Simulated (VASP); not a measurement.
# AlN: GW quasiparticle gap, part 3 of 3

Wanted: how far GW moves the Kohn-Sham levels of AlN. The cell is of the wurtzite type, one of the forms listed for this formula. The start is a cell from a database of measured crystal structures.

VASP 6.6.1, plane waves and PAW; the level of theory is named at each step.

So far, quasiparticle gap on the mesh (eV): step 4 (G0W0, k-mesh 3×3×2) 5.60; step 7 (k-mesh 3×3×4) 5.57. Also gap on the k-mesh (eV): step 3 (empty bands, k-mesh 3×3×2) 4.20; step 5 (ground state, k-mesh 3×3×4) 4.20.

The database entry behind the starting cell differs from later determinations by our own check (inner coordinate u about 0.002 short), so it need not match the best structure at ambient conditions.

### Step 8. Ground state, k-mesh 6×6×4

This step: PBE; plane waves and PAW (Al_GW, N_GW) (VASP 6.6.1).

The comparison at this point.

Input file INCAR:

```
SYSTEM = AlN
PREC = Accurate
ENCUT = 450
EDIFF = 1E-08
NELM = 100
ISMEAR = 0
SIGMA = 0.01
LREAL = .FALSE.
ALGO = Normal
GGA = PE
NBANDS = 14
LORBIT = 11
LWAVE = .TRUE.
LCHARG = .FALSE.
KPAR = 8
```

Input file POSCAR:

```
AlN
1.0
    3.1130000000      0.0000000000      0.0000000000
   -1.5565000000      2.6959370820      0.0000000000
    0.0000000000      0.0000000000      4.9810000000
Al N
2 2
Direct
    0.3333333333      0.6666666667      0.0000000000
    0.6666666667      0.3333333333      0.5000000000
    0.3333333333      0.6666666667      0.3800000000
    0.6666666667      0.3333333333      0.8800000000
```

Input file KPOINTS:

```
Automatic mesh
0
Gamma
6 6 4
0 0 0
```

PAW data sets: Al_GW and N_GW (PBE family, release 64).

The run is started by

```sh
$ mpirun -np 8 vasp_std
```

Log:

```text
[banner, memory and clock lines left out]
running    8 mpi-ranks, on    1 nodes
[...]
[... a notice as in an earlier step ...]

 LDA part: xc-table for (Slater+PW92), standard interpolation
 POSCAR, INCAR and KPOINTS ok, starting setup
[...]
entering main loop
       N       E                     dE             d eps       ncg     rms          rms(c)
DAV:   1     0.532103850638E+02    0.53210E+02   -0.67519E+03   588   0.920E+02
DAV:   2    -0.303283609227E+02   -0.83539E+02   -0.75658E+02   898   0.249E+02
DAV:   3    -0.344670260151E+02   -0.41387E+01   -0.41068E+01   822   0.494E+01
DAV:   4    -0.345209943313E+02   -0.53968E-01   -0.53954E-01   690   0.756E+00
[...]
DAV:  14    -0.298151566243E+02   -0.23441E-08   -0.24477E-07   750   0.510E-03    0.228E-04
DAV:  15    -0.298151566352E+02   -0.10862E-07   -0.59288E-09   594   0.768E-04    0.267E-04
DAV:  16    -0.298151566420E+02   -0.68381E-08   -0.13614E-09   534   0.562E-04
   1 F= -.29815157E+02 E0= -.29815157E+02  d E =-.367093E-18
 writing wavefunctions
```

Run time: 4 s. Hardware: 8 MPI ranks of Intel Xeon Platinum 8175M at 2.50GHz (Skylake/Cascade Lake), shared host; peak memory 1.3 GiB; 27 s of CPU time.

OUTCAR, selected parts (step 8):

```text
  Total        0.2026114      0.2026114      0.6163642     -0.0000000      0.0000000     -0.0000000
  in kB        7.7654915      7.7654915     23.6234081     -0.0000000      0.0000000     -0.0000000
  external PRESSURE =      13.0514637 kB  Pullay stress =       0.0000000 kB

 POSITION                                       TOTAL-FORCE (eV/Angst)
 -----------------------------------------------------------------------------------
     -0.00000      1.79729      0.00000         0.000000     -0.000000     -0.129584
      1.55650      0.89865      2.49050        -0.000000     -0.000000     -0.129584
     -0.00000      1.79729      1.89278        -0.000000      0.000000      0.129584
      1.55650      0.89865      4.38328        -0.000000     -0.000000      0.129584
 -----------------------------------------------------------------------------------
    total drift:                               -0.000000      0.000000     -0.000202

  FREE ENERGIE OF THE ION-ELECTRON SYSTEM (eV)
  ---------------------------------------------------
  free  energy   TOTEN  =       -29.8151566420 eV

  energy  without entropy=      -29.8151566420  energy(sigma->0) =      -29.81515664

[... 1 part as in an earlier step ...]

[... 2 further parts left out ...]
[key lines of the parts left out:]
E-fermi :   5.1633
```

The cell has a gap of 4.21 eV on this mesh. Forces of up to 0.13 eV/Å remain in these settings.

### Step 9. Empty bands, k-mesh 6×6×4

The empty bands are made again, for the run that follows.

Input file INCAR:

```
SYSTEM = AlN
PREC = Accurate
ENCUT = 450
ISMEAR = 0
SIGMA = 0.01
LREAL = .FALSE.
GGA = PE
NBANDS = 96
ALGO = Exact
NELM = 1
LWAVE = .TRUE.
LCHARG = .FALSE.
LOPTICS = .TRUE.
NEDOS = 1000
CSHIFT = 0.1
```

POSCAR is that of step 8.

KPOINTS is that of step 8.

The run is started by

```sh
$ mpirun -np 8 vasp_std
```

Log:

```text
[... set-up lines as in an earlier step ...]
 entering main loop
       N       E                     dE             d eps       ncg     rms          rms(c)
DIA:   1    -0.298151566432E+02   -0.29815E+02    0.00000E+00     0   0.000E+00
   1 F= -.29815157E+02 E0= -.29815157E+02  d E =-.354904E-75
 writing wavefunctions
 optical routines
 imaginary and real dielectric function
 recalculating local potential from charge density
 direction            1
 direction            2
 direction            3
```

The job ended after 10 s (8 MPI ranks; peak memory 1.4 GiB; 78 s of CPU time).

From OUTCAR (step 9):

```text
  Total        0.2017437      0.2017437      0.6155209      0.0000000     -0.0000000     -0.0000000
  in kB        7.7322377      7.7322377     23.5910875      0.0000000     -0.0000000     -0.0000000
  external PRESSURE =      13.0185210 kB  Pullay stress =       0.0000000 kB

 POSITION                                       TOTAL-FORCE (eV/Angst)
 -----------------------------------------------------------------------------------
     -0.00000      1.79729      0.00000        -0.000000     -0.000000     -0.129586
      1.55650      0.89865      2.49050         0.000000      0.000000     -0.129586
     -0.00000      1.79729      1.89278         0.000000      0.000000      0.129586
      1.55650      0.89865      4.38328        -0.000000     -0.000000      0.129586
 -----------------------------------------------------------------------------------
    total drift:                               -0.000000      0.000000     -0.000204

  FREE ENERGIE OF THE ION-ELECTRON SYSTEM (eV)
  ---------------------------------------------------
  free  energy   TOTEN  =       -29.8151566432 eV

  energy  without entropy=      -29.8151566432  energy(sigma->0) =      -29.81515664

[... 1 part as in an earlier step ...]

[... 2 further parts left out ...]
[key lines of the parts left out:]
E-fermi :   5.2344
```

### Step 10. G0W0, k-mesh 6×6×4

This step: G0W0 on PBE; plane waves and PAW (Al_GW, N_GW) (VASP 6.6.1).

The mesh goes to 6×6×4.

Input file INCAR:

```
SYSTEM = AlN
PREC = Accurate
ENCUT = 450
ISMEAR = 0
SIGMA = 0.01
LREAL = .FALSE.
GGA = PE
NBANDS = 96
ALGO = EVGW0
NELMGW = 1
ENCUTGW = 100
NOMEGA = 48
PRECFOCK = Fast
NBANDSGW = 16
LWAVE = .FALSE.
LCHARG = .FALSE.
```

POSCAR is that of step 9.

KPOINTS is that of step 9.

The run is started by

```sh
$ mpirun -np 8 vasp_std
```

Log:

```text
[banner, memory and clock lines left out]
running    8 mpi-ranks, on    1 nodes
[...]
[... a notice as in an earlier step ...]

 [... a notice as in an earlier step ...]

 LDA part: xc-table for (Slater+PW92), standard interpolation
 found WAVECAR, reading the header
 POSCAR, INCAR and KPOINTS ok, starting setup
[...]
reading WAVECAR
 the WAVECAR file was read successfully
 initial charge from wavefunction
 available memory per node:     64.11 GB, setting MAXMEM to     65645

 The Fermi energy was updated, please check that it is located mid-gap
 values below the HOMO (VB) or above the LUMO (CB) will cause erroneous energies
 E-fermi :   7.2138

 calculate exact exchange contribution
 the WAVEDER file was read successfully
energies w=
    0.000    0.000    0.792    0.000    1.580    0.000    2.363    0.000
    3.136    0.000    3.899    0.000    4.648    0.000    5.385    0.000
    6.108    0.000    6.817    0.000    7.514    0.000    8.199    0.000
[...]
total number of BLAS operations        526.88 Gflops
NQ=  17    0.3333    0.0000    0.5000,
|.........|.........|.........|.........|.........|.........|.........|.........
 performed       7550000 updates of chi_q(r,r)
 total number of BLAS operations        559.33 Gflops
NQ=  18    0.5000    0.0000    0.5000,
|.........|.........|.........|.........|.........|.........|.........|.........
 performed       7918000 updates of chi_q(r,r)
 total number of BLAS operations        584.29 Gflops
NQ=  19    0.1667    0.1667    0.5000,
|.........|.........|.........|.........|.........|.........|.........|.........
 performed       8415000 updates of chi_q(r,r)
 total number of BLAS operations        622.52 Gflops
NQ=  20    0.3333    0.1667    0.5000,
|.........|.........|.........|.........|.........|.........|.........|.........
 performed       8986000 updates of chi_q(r,r)
 total number of BLAS operations        662.91 Gflops
NQ=  21    0.3333    0.3333    0.5000,
|.........|.........|.........|.........|.........|.........|.........|.........
 performed       9305000 updates of chi_q(r,r)
 total number of BLAS operations        683.62 Gflops
 resolving degeneracies of screened two electron integrals

 calculate QP shifts <psi_nk| G(iteration)W_0 |psi_nk>: iteration 1
 entering main loop
```

The job ended after 1.7 min (8 MPI ranks; peak memory 1.6 GiB; 13 min of CPU time).

OUTCAR, selected parts (step 10):

```text
 QP shifts <psi_nk| G(iteration)W_0 |psi_nk>: iteration 1
 for sc-GW calculations column KS-energies equals QP-energies in previous step
 and V_xc(KS)=  KS-energies - (<T + V_ion + V_H > + <T+V_H+V_ion>^1  + <V_x>^1)
 k-point   1 :       0.0000    0.0000    0.0000
  band No.  KS-energies  QP-energies   sigma(KS)   V_xc(KS)     V^pw_x(r,r')   Z            occupation Imag(sigma)
    ...
      5       4.2707       3.5291     -17.2563     -16.3022     -20.5936       0.7773       2.0000       0.0905
      6       4.9259       4.2869     -17.5862     -16.7692     -20.7878       0.7822       2.0000       0.0842
      7       4.9259       4.2869     -17.5862     -16.7692     -20.7878       0.7822       2.0000       0.0842
      8       5.1065       4.5117     -17.6387     -16.8772     -20.8052       0.7811       2.0000       0.0831
      9       9.3212      10.1939     -11.4284     -12.4994      -7.8535       0.8148       0.0000      -0.0737
     10      11.7651      12.7117      -9.8089     -10.9646      -5.7028       0.8191       0.0000      -0.0852
     11      15.7169      17.0424     -12.1984     -13.9501      -7.1037       0.7567       0.0000      -0.1708
     12      16.2654      17.2402      -8.6797      -9.8925      -3.9408       0.8037       0.0000      -0.1292
    ...

[... 1 part as in an earlier step ...]

[... 2 further parts left out ...]
[key lines of the parts left out:]
E-fermi :   7.2138
```

The gap is now 5.682 eV, +115 meV against the GW run before.

### Step 11. Summary

This step: GW series: G0W0 on PBE; plane waves and PAW (VASP 6.6.1).

No new run; the numbers come from the runs before.

Cost is wall time times ranks on a shared host, with the step that makes the empty bands. GW runs:

```csv
level,bands,ENCUTGW (eV),NOMEGA,k mesh,starting gap (eV),quasiparticle gap (eV),direct gap (eV),cost (core minutes)
G0W0,96,100,48,3x3x2,4.197,5.601,5.601,1.25
G0W0,96,100,48,3x3x4,4.196,5.568,5.568,2.35
G0W0,96,100,48,6x6x4,4.215,5.682,5.682,14.99
```

### Step 12. Summary of results

* G0W0 on PBE, 96 bands, ENCUTGW 100 eV, NOMEGA 48, mesh 6×6×4: 4.215 → 5.682 eV
* G0W0 on PBE, 96 bands, ENCUTGW 100 eV, NOMEGA 48, mesh 3×3×2: 4.197 → 5.601 eV

What this shows: G0W0 gives a quasiparticle gap of 5.682 eV on the mesh, 1.47 eV over the PBE gap on the same mesh. On mesh and path the starting valence top lies at Γ and the conduction bottom at Γ, so the starting gap is direct. Both points lie on the GW mesh. The steps of the series move the gap by -33, +115 meV; the last costs 6.4 times the one before. The last step lies outside a tolerance of 30 meV, picked for this account, and the last two together move the gap by +81 meV. Every mesh holds the starting band edges. Bands and response cutoff weren't varied. The atoms weren't relaxed and carry forces of up to 0.20 eV/Å at PBE in the first static run, so the numbers belong to the given coordinates, and a relaxation would change them. Not tabulated here, as repeats of values shown or as unfit to read for their mesh, reference level or band range: eps2 curves (empty bands); eps1 curves and static values (empty bands); gaps (empty bands).

[Lines on the potential files, build, host, timing and source positions are cut from VASP's logs without a mark.]

[Logs are printed without paths, hosts, clocks, repeated set-up lines and the standing remarks that a program may print on its own settings, such as how far it seeks lower states.]

[Hosts, paths, dates, database ids (printed as entryN), source tags and the programs' standing remarks are cut or masked in the printed files.]

[Pressures printed for these runs are not shown converged in the cutoff: they can be off by several GPa and have the wrong sign.]
